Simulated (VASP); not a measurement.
Consider the following.

```yaml
crystal:
  lattice:
    - [0.00000, 2.68481, 2.68481]
    - [2.68481, 0.00000, 2.68481]
    - [2.68481, 2.68481, 0.00000]
  atoms:
    - { symbol: Si, position: [0.25000, 0.25000, 0.25000] }
    - { symbol: Si, position: [0.75000, 0.75000, 0.75000] }
    - { symbol: Ni, position: [0.00000, 0.00000, 0.00000] }
```

Calculation: PBE GGA, VASP's PBE PAW potentials (set 64) (plane waves; VASP 6.6.1). Numerical set-up: 300 eV cut-off, 9×9×9 Γ-centred mesh, Gaussian smearing of 0.27 eV, potentials Si Ni.

At this cut-off the stress carries a Pulay error, which pulls relaxed volumes low.

### Question
Give the stress tensor in GPa (positive for a compressed cell).

### Answer

```
6.50  0.00  0.00
0.00  6.50  0.00
0.00  0.00  6.50
```
The pressure is its mean diagonal, 6.50 GPa.

The structure comes from a computed database's Si2Ni entry; how it stands against other phases isn't given here. The cell was not relaxed at this level. The run is not spin-polarised, so no magnetic state was tried.
